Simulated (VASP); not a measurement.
# TiRuN2 (I4_1/amd) in VASP: relaxation of cell and atoms with PBE

Aim: the relaxation of cell and atoms of TiRuN2 with PBE.

Program: VASP 6.6.1. These are calculated values, not measurements. Logs are shortened: lines on timing, memory, paths and dates and some standing lists are left out, and cuts for length are marked.

## Step 1: Starting point

It takes space group I4_1/amd (No. 141, tetragonal). The conventional cell has a = 4.306 Å, b = 4.306 Å, c = 8.416 Å, α = 90.00°, β = 90.00°, γ = 90.00°. Ti (site symmetry -4m2) has 6 N at 2.08 to 2.15 Å as nearest neighbours. Around Ru (site symmetry -4m2) lie 6 N at 2.13 to 2.15 Å. Around N (site symmetry 2mm) lie 3 Ti at 2.08 to 2.15 Å and 3 Ru at 2.13 to 2.15 Å.

The cell was built by a generator and needn't be a form met in nature.

## Step 2: Relaxation of cell and atoms, PBE

File INCAR:

```
SYSTEM = TiRuN2
  PREC = Accurate
  ENCUT = 520
  EDIFF = 1E-6
  ISMEAR = 0
  SIGMA = 0.1
  LREAL = .False.
  LASPH = .True.
  NELM = 120
  ALGO = Normal
  ISIF = 3
  LWAVE = .False.
  LCHARG = .False.
  GGA = PE
  IBRION = 2
  NSW = 90
  EDIFFG = -0.01
  KPAR = 4
```

File KPOINTS:

```
Automatic mesh
0
Gamma
  10 10 10
  0 0 0
```

File POSCAR:

```
TiRuN2
1.0
   -2.1530000000      2.1530000000      4.2080000000
    2.1530000000     -2.1530000000      4.2080000000
    2.1530000000      2.1530000000     -4.2080000000
Ti Ru N
2 2 4
Direct
    0.7500000000      0.2500000000      0.5000000000
    0.0000000000      0.0000000000      0.0000000000
    0.2500000000      0.7500000000      0.5000000000
    0.5000000000      0.5000000000      0.0000000000
    0.2472671100      0.2472671100      0.0000000000
    0.7527328900      0.7527328900      0.0000000000
    0.9972671100      0.4972671100      0.5000000000
    0.5027328900      0.0027328900      0.5000000000
```

Potentials or basis: VASP PAW PBE potentials, release 64 (Ti_sv, Ru_pv, N).

Command:

```
$ cat potpaw_PBE.64/Ti_sv/POTCAR potpaw_PBE.64/Ru_pv/POTCAR potpaw_PBE.64/N/POTCAR > POTCAR
$ mpirun -np 4 vasp_std > vasp.out
```

OUTCAR:

```text
SYSTEM = TiRuN2
   PREC = Accurate
   ENCUT = 520
   EDIFF = 1E-6
   ISMEAR = 0
   LREAL = .False.
   LASPH = .True.
   NELM = 120
   ISIF = 3
   GGA = PE
   IBRION = 2
   NSW = 90
   EDIFFG = -0.01

 ion  position               nearest neighbor table
   1  0.750  0.250  0.500-   7 2.08   8 2.08   6 2.15   5 2.15   6 2.15   5 2.15   4 3.01   4 3.01
                             4 3.01   4 3.01   3 3.04   3 3.04   3 3.04   3 3.04
   2  0.000  0.000  0.000-   5 2.08   6 2.08   8 2.15   7 2.15   8 2.15   7 2.15   3 3.01   3 3.01
                             3 3.01   3 3.01   4 3.04   4 3.04   4 3.04   4 3.04
   3  0.250  0.750  0.500-   7 2.13   8 2.13   6 2.15   5 2.15   6 2.15   5 2.15   4 3.01   2 3.01
                             2 3.01   4 3.01   4 3.01   2 3.01   2 3.01   4 3.01   1 3.04   1 3.04
   4  0.500  0.500  0.000-   5 2.13   6 2.13   8 2.15   7 2.15   8 2.15   7 2.15   3 3.01   3 3.01
                             1 3.01   1 3.01   3 3.01   1 3.01   1 3.01   3 3.01   2 3.04   2 3.04
   5  0.247  0.247  0.000-   2 2.08   4 2.13   1 2.15   3 2.15   1 2.15   3 2.15
   6  0.753  0.753  0.000-   2 2.08   4 2.13   3 2.15   1 2.15   1 2.15   3 2.15
   7  0.997  0.497  0.500-   1 2.08   3 2.13   4 2.15   2 2.15   2 2.15   4 2.15
   8  0.503  0.003  0.500-   1 2.08   3 2.13   2 2.15   4 2.15   4 2.15   2 2.15

  LATTYP: Found a body centered tetragonal cell.
 ALAT       =     4.3060000000
 C/A-ratio  =     1.9544821180

  Lattice vectors:

 A1 = (  -2.1530000000,   2.1530000000,   4.2080000000)
 A2 = (   2.1530000000,  -2.1530000000,   4.2080000000)
 A3 = (   2.1530000000,   2.1530000000,  -4.2080000000)

Analysis of symmetry for initial positions (statically):
=====================================================================
 Subroutine PRICEL returns:
 Original cell was already a primitive cell.

 Routine SETGRP: Setting up the symmetry group for a
 body centered tetragonal supercell.

 Subroutine GETGRP returns: Found 16 space group operations
 (whereof  8 operations were pure point group operations)
 out of a pool of 16 trial point group operations.

The static configuration has the point symmetry D_2d.
 The point group associated with its full space group is D_4h.

Analysis of symmetry for dynamics (positions and initial velocities):
=====================================================================
 Subroutine PRICEL returns:
 Original cell was already a primitive cell.

 Routine SETGRP: Setting up the symmetry group for a
 body centered tetragonal supercell.

 Subroutine GETGRP returns: Found 16 space group operations
 (whereof  8 operations were pure point group operations)
 out of a pool of 16 trial point group operations.

The dynamic configuration has the point symmetry D_2d.
 The point group associated with its full space group is D_4h.

 Subroutine INISYM returns: Found 16 space group operations
 (whereof  8 operations are pure point group operations),
 and found     1 'primitive' translations

----------------------------------------------------------------------------------------

                                     Primitive cell

  volume of cell :      78.0232

  direct lattice vectors                    reciprocal lattice vectors
    -2.153000000  2.153000000  4.208000000     0.000000000  0.232234092  0.118821293
     2.153000000 -2.153000000  4.208000000     0.232234092  0.000000000  0.118821293
     2.153000000  2.153000000 -4.208000000     0.232234092  0.232234092  0.000000000

  length of vectors
     5.194042934  5.194042934  5.194042934     0.260866198  0.260866198  0.328428603

  position of ions in fractional coordinates (direct lattice)
     0.750000000  0.250000000  0.500000000
     0.000000000  0.000000000  0.000000000
     0.250000000  0.750000000  0.500000000
     0.500000000  0.500000000  0.000000000
     0.247267110  0.247267110  0.000000000
     0.752732890  0.752732890  0.000000000
     0.997267110  0.497267110  0.500000000
     0.502732890  0.002732890  0.500000000

  ion indices of the primitive-cell ions
   primitive index   ion index
                 1           1
                 2           2
                 3           3
                 4           4
                 5           5
                 6           6
                 7           7
                 8           8

----------------------------------------------------------------------------------------

 KPOINTS: Automatic mesh

Automatic generation of k-mesh.
 Grid dimensions read from file:
 generate k-points for:   10   10   10

 Generating k-lattice:

  Cartesian coordinates                     Fractional coordinates (reciprocal lattice)
     0.000000000  0.023223409  0.011882129     0.100000000  0.000000000  0.000000000
     0.023223409  0.000000000  0.011882129     0.000000000  0.100000000  0.000000000
     0.023223409  0.023223409  0.000000000     0.000000000  0.000000000  0.100000000

  Length of vectors
     0.026086620  0.026086620  0.032842860

  Shift w.r.t. Gamma in fractional coordinates (k-lattice)
     0.000000000  0.000000000  0.000000000

 Subroutine IBZKPT returns following result:
 ===========================================

 Found    102 irreducible k-points:

 Following reciprocal coordinates:
            Coordinates               Weight
  0.000000  0.000000  0.000000      1.000000
  0.100000  0.000000 -0.000000      8.000000
  0.200000  0.000000 -0.000000      8.000000
  0.300000  0.000000 -0.000000      8.000000
  0.400000  0.000000  0.000000      8.000000
  0.500000  0.000000 -0.000000      4.000000
[... 16 lines left out ...]
  0.300000  0.300000 -0.000000      8.000000
  0.400000  0.300000 -0.000000     16.000000
 [... further k-points ...]
   k-points           NKPTS =    102   k-points in BZ     NKDIM =    102   number of bands    NBANDS=     43
   number of dos      NEDOS =    301   number of ions     NIONS =      8
   total plane-waves  NPLWV =  64000
   dimension x,y,z NGX =    40 NGY =   40 NGZ =   40
   dimension x,y,z NGXF=    80 NGYF=   80 NGZF=   80
   ions per type =               2   2   4
   NGX,Y,Z   is equivalent  to a cutoff of  12.80, 12.80, 12.80 a.u.
   NGXF,Y,Z  is equivalent  to a cutoff of  25.61, 25.61, 25.61 a.u.
 SYSTEM =  TiRuN2
   PREC   = accura    normal or accurate (medium, high low for compatibility)
   ISTART =      0    job   : 0-new  1-cont  2-samecut
   ICHARG =      2    charge: 1-file 2-atom 10-const
   ISPIN  =      1    spin polarized calculation?
   LNONCOLLINEAR =      F non collinear calculations
   LSORBIT =      F    spin-orbit coupling
   LASPH  =      T    aspherical Exc in radial PAW
   ENCUT  =  520.0 eV  38.22 Ry    6.18 a.u.   9.66  9.66  9.66*2*pi/ulx,y,z
   NELM   =    120;   NELMIN=  2; NELMDL= -5     # of ELM steps
   EDIFF  = 0.1E-05   stopping-criterion for ELM
   LREAL  =      F    real-space projection
   EDIFFG = -.1E-01   stopping-criterion for IOM
   NSW    =     90    number of steps for IOM
   IBRION =      2    ionic relax: 0-MD 1-quasi-New 2-CG
   NFREE  =      1    steps in history (QN), initial steepest desc. (CG)
   ISIF   =      3    stress and relaxation
   ISYM   =      2    0-nonsym 1-usesym 2-fastsym
   POTIM  = 0.5000    time-step for ionic-motion
   TEBEG  =    0.0;   TEEND  =   0.0 temperature during run
   PSTRESS=    0.0 pullay stress
   NELECT =      72.0000    total number of electrons
   NUPDOWN=      -1.0000    fix difference up-down
   EMIN   =  10.00;   EMAX   =-10.00  energy-range for DOS
   EFERMI =   0.00;   METHOD = LEGACY
   ISMEAR =     0;   SIGMA  =   0.10  broadening in eV -4-tet -1-fermi 0-gaus
   EFERMI_NEDOS =   21; number of points for ismear=-14 and -15
   IALGO  =     38    algorithm
   IMIX   =      4    mixing-type and parameters
     AMIX     =   0.40;   BMIX     =  1.00
     AMIX_MAG =   1.60;   BMIX_MAG =  1.00
  volume/ion in A,a.u.               =       9.75        65.82
  Fermi-wavevector in a.u.,A,eV,Ry     =   1.593839  3.011919 34.563182  2.540322
  Thomas-Fermi vector in A             =   2.692006
   LORBIT       =      0    0 simple, 1 ext, 2 COOP (PROOUT), +10 PAW based schemes
   GGA     = PE    functional components
   LHFCALC =     F    Hartree Fock is set to
   AEXX    =    0.0000 exact exchange contribution
   IVDW    =     0    specifies the selected vdW correction
   LEPSILON=     F    determine dielectric tensor
   LRPA    =     F    only Hartree local field effects (RPA)
 conjugate gradient relaxation of ions
 non-spin polarized calculation
 Gauss-broadening in eV      SIGMA  =   0.10
  energy-cutoff  :      520.00
  volume of cell :       78.02
 maximum number of plane-waves:      2120
   NGX = 19   NGY = 19   NGZ = 19

--------------------------------------- Ionic step        1  -------------------------------------------

 number of electron      71.9999991 magnetization

 Free energy of the ion-electron system (eV)
  ---------------------------------------------------
  ext. energy  EPLUGINS =         0.00000000
  ---------------------------------------------------
  free energy    TOTEN  =       -71.55807164 eV

  energy without entropy =      -71.53743582  energy(sigma->0) =      -71.54775373

------------------------ aborting loop because EDIFF is reached ----------------------------------------

  FORCE on cell =-STRESS in cart. coord.  units (eV):
  Direction    XX          YY          ZZ          XY          YZ          ZX
  --------------------------------------------------------------------------------------
  -------------------------------------------------------------------------------------
  Total       -0.0787912     -0.0787912      0.5152736      0.0000000      0.0000000      0.0000000
  in kB       -1.6179488     -1.6179488     10.5809517      0.0000000      0.0000000      0.0000000
  external PRESSURE =       2.4483514 kB  Pullay stress =       0.0000000 kB
[... 153 lines left out ...]
  energy  without entropy=      -71.5382541589  energy(sigma->0) =      -71.54851370

--------------------------------------- Ionic step        5  -------------------------------------------

 number of electron      71.9999991 magnetization

 Free energy of the ion-electron system (eV)
  ---------------------------------------------------
  ext. energy  EPLUGINS =         0.00000000
  ---------------------------------------------------
  free energy    TOTEN  =       -71.55883572 eV

  energy without entropy =      -71.53828223  energy(sigma->0) =      -71.54855898

 E-fermi :  11.5843     XC(G=0): -13.3635

 val. band max:       11.5817854297   @ k =   0.3000   0.3000   0.2000
 cond. band min:      11.5980358405   @ k =  -0.2000   0.2000   0.1000
 fundamental gap:      0.0162504108
 Fermi energy:        11.5842827640

 k-point     1 :       0.0000    0.0000    0.0000
  band No.  band energies     occupation
      1     -46.4775      2.00000
      2     -46.4180      2.00000
      3     -31.8138      2.00000
      4     -31.6887      2.00000
      5     -31.6887      2.00000
      6     -31.6465      2.00000
[... 1093 lines left out ...]
     42      13.4489      0.00000
     43      14.0749      0.00000

 [... further k-points ...]

------------------------ aborting loop because EDIFF is reached ----------------------------------------

  FORCE on cell =-STRESS in cart. coord.  units (eV):
  Direction    XX          YY          ZZ          XY          YZ          ZX
  --------------------------------------------------------------------------------------
  -------------------------------------------------------------------------------------
  Total        0.0221960      0.0221960     -0.0055602      0.0000000     -0.0000000      0.0000000
  in kB        0.4555229      0.4555229     -0.1141110      0.0000000     -0.0000000      0.0000000
  external PRESSURE =       0.2656450 kB  Pullay stress =       0.0000000 kB
[... 23 lines left out ...]
  FREE ENERGIE OF THE ION-ELECTRON SYSTEM (eV)
  ---------------------------------------------------
  free  energy   TOTEN  =       -71.5588357234 eV

  energy  without entropy=      -71.5382822269  energy(sigma->0) =      -71.54855898

 reached required accuracy - stopping structural energy minimisation
```

Wall time 3.7 min (4 MPI ranks of Intel Xeon 6975P-C (Granite Rapids), shared host); peak memory 0.45 GiB.

What came out:

- Free energy: -71.5588 eV
- Relaxed volume: 9.76 Å³/atom
- Relaxed cell: a = 5.200 Å, b = 5.200 Å, c = 5.200 Å, α = 131.13°, β = 131.13°, γ = 71.61°
- Space group after relaxing (to 0.05 Å): I4_1/amd (No. 141)
- Energy gained by relaxing: 0.1 meV/atom
- Ionic steps: 5
- Pressure after relaxing: 0.0 GPa
- Largest force after relaxing: 0.008 eV/Å
- Band gap on the k mesh: none (metal or under the smearing width)

Forces in eV/Å, atoms in the order of the input:
```
Ti   0.000  0.000  0.000
Ti   0.000  0.000  0.000
Ru   0.000  0.000  0.000
Ru   0.000  0.000  0.000
N    0.000  0.000 -0.008
N    0.000  0.000  0.008
N    0.000  0.000 -0.008
N    0.000  0.000  0.008
```

Step by step:
```tsv
step	energy change (eV)	largest force (eV/Å)	pressure (GPa)	volume (Å³)
1	0.0000	0.0348	0.24	78.02
2	-0.0006	0.0088	-0.45	78.19
3	-0.0007	0.0160	-0.26	78.14
4	-0.0007	0.0001	0.24	78.01
5	-0.0008	0.0076	0.03	78.07
```

Final structure:
```xyz
8
Lattice="-2.1512 2.1512 4.2175 2.1512 -2.1512 4.2175 2.1512 2.1512 -4.2175" Properties=species:S:1:pos:R:3 pbc="T T T"
Ti    0.0000    2.1512    2.1087
Ti    0.0000    0.0000    0.0000
Ru    2.1512    0.0000    2.1087
Ru    0.0000    0.0000    4.2175
N     0.0000    0.0000    2.0839
N     0.0000    0.0000    6.3510
N     0.0000    2.1512    4.1927
N     0.0000    2.1512    0.0248
```
